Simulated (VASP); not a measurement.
Input:

```
CELL_PARAMETERS angstrom
      4.09895     0.00000     0.00000
      0.00000     4.09895     0.00000
      0.00000     0.00000     4.09895
ATOMIC_POSITIONS crystal
  K  0.00000 0.00000 0.00000
  Zn 0.50000 0.50000 0.50000
  F  0.50000 0.00000 0.50000
  F  0.00000 0.50000 0.50000
  F  0.50000 0.50000 0.00000
```

Level of theory: PBE GGA with D3 dispersion (Becke-Johnson damping), VASP's PBE PAW potentials (set 64) (plane waves; VASP). Run with 520 eV cut-off, 6×6×6 Γ-centred mesh, Gaussian smearing of 0.050 eV, potentials K_sv Zn F.

Question: Estimate the energy per atom (σ→0), band gap (on the k-mesh) with the smallest direct gap where there is one.

Answer: 
- band gap (on the k-mesh) = 3.70 eV
- smallest direct gap (on the k-mesh) = 5.35 eV
- energy per atom (σ→0) = -4.216 eV/atom

Total energies compare only between runs with the same potentials, cut-off and functional.

The compound is KZnF3 in the cubic perovskite structure. It was relaxed first.
